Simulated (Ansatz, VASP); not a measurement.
Given: the input of a run of Ansatz 0.2.0 on AlFe3B.

input.yaml

```yaml
crystal:
  lattice:
    - [3.8476361285, 0.0, 0.0]
    - [0.0, 3.8476361285, 0.0]
    - [0.0, 0.0, 3.8476361285]
  atoms:
    - { symbol: Fe, position: [0.0, 0.0, 0.5], spin: 3.0 }
    - { symbol: Fe, position: [0.0, 0.5, 0.0], spin: 3.0 }
    - { symbol: Fe, position: [0.5, 0.0, 0.0], spin: 3.0 }
    - { symbol: Al, position: [0.5, 0.5, 0.5] }
    - { symbol: B, position: [0.0, 0.0, 0.0] }
hamiltonian:
  xc: pbesol
  pseudopotentials: { kind: paw }
magnetization:
  spin_polarized: true
kpoints:
  mp_grid: { grid: [7, 7, 7] }
scf:
  occupations: { method: fermi_dirac, width: 0.05 }
output:
  forces: true
  stress: true
  eigenvalues: true
```

Potentials or basis: Ansatz PAW.

The run is started by

```sh
$ ansatz run input.yaml --threads 1 --pin off --max-ram 3584MiB --backend cpu --events-out ev --progress --plain --runs-dir out
```

Set up the same calculation for VASP 6.6.1. Potentials there: VASP PAW PBE potentials, release 64 (Fe, Al, B).

As run (the cutoff follows the program's own potentials):

Contents of INCAR:

```
ALGO = Normal
EDIFF = 1E-7
ENCUT = 520
GGA = PS
ISIF = 2
ISMEAR = -1
ISPIN = 2
KPAR = 2
LASPH = T
LCHARG = F
LMAXMIX = 4
LORBIT = 11
LREAL = F
LWAVE = F
MAGMOM = 3 3 3 0 0
NBANDS = 27
NELM = 120
PREC = Accurate
SIGMA = 0.05
```

Contents of KPOINTS:

```
k-points
0
Gamma
  7 7 7
```

File POSCAR:

```
AlFe3B
1.0
    3.8476361285      0.0000000000      0.0000000000
    0.0000000000      3.8476361285      0.0000000000
    0.0000000000      0.0000000000      3.8476361285
Fe Al B
3 1 1
Direct
    0.0000000000      0.0000000000      0.5000000000
    0.0000000000      0.5000000000      0.0000000000
    0.5000000000      0.0000000000      0.0000000000
    0.5000000000      0.5000000000      0.5000000000
    0.0000000000      0.0000000000      0.0000000000
```

Potentials or basis: VASP PAW PBE potentials, release 64 (Fe, Al, B).

The run is started by

```console
$ cat potpaw_PBE.64/Fe/POTCAR potpaw_PBE.64/Al/POTCAR potpaw_PBE.64/B/POTCAR > POTCAR
$ mpirun -np 2 vasp_std > vasp.out
```

Both were run:

|  | VASP | Ansatz | Ansatz less VASP |
| --- | --- | --- | --- |
| gap on the k mesh at the Fermi level (eV) | none | none | - |
| pressure (GPa) | -10.5 | -11.1 | -0.58 |
| net moment per atom (μB) | 0.83 | 0.83 | 0.000 |
| size of the moment on the site where the two differ most (μB) | 1.48 | 1.39 | -0.094 |

Site moments also hang on the region over which each program counts them. A gap of «none» marks a metal or a gap that the smearing closes. The two sets of potentials don't hold the same shells in valence.

Caveats: the PAW data sets were made with another functional, which shifts forces and pressure a little (VASP); the PAW data sets come from PBE, with cores solved anew for the run's functional, which leaves a small shift of forces and pressure (Ansatz).
